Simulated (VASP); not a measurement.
Input:

```
AlFe
1.0
    2.68180     0.00000     0.00000
   -1.34090     2.32251     0.00000
    0.00000     0.00000     7.98334
Fe Al
2 2
Cartesian
  0.00000   0.00000   0.00000
  0.00000   0.00000   3.99167
  0.00000   1.54834   1.99583
  1.34090   0.77417   5.98750
```
Starting moments (μB, in the order of the record's atoms Fe Fe Al Al): 2.0 2.0 0.0 0.0.

All values below come from PBEsol GGA, VASP's PBE PAW potentials (set 64) (plane waves; VASP 6.6.1). Numerical set-up: 400 eV cut-off, Gaussian smearing of 0.050 eV, potentials Fe Al.

Q: Predict the cell moment, band gap (along the path) with the smallest direct gap where there is one.

A: 
```
Quantity                                                      Value
-------------------------  ----------------------------------------
band gap (along the path)  none (metal, semimetal or under 0.01 eV)
cell moment                                                 0.00 μB
```

The absolute energy has meaning only against runs of the same code, potentials and settings.

The structure was generated: FeAl was put into the NiAs type type (P6_3/mmc), which need not be its known phase. It was relaxed first, which changed the volume by -37 %.
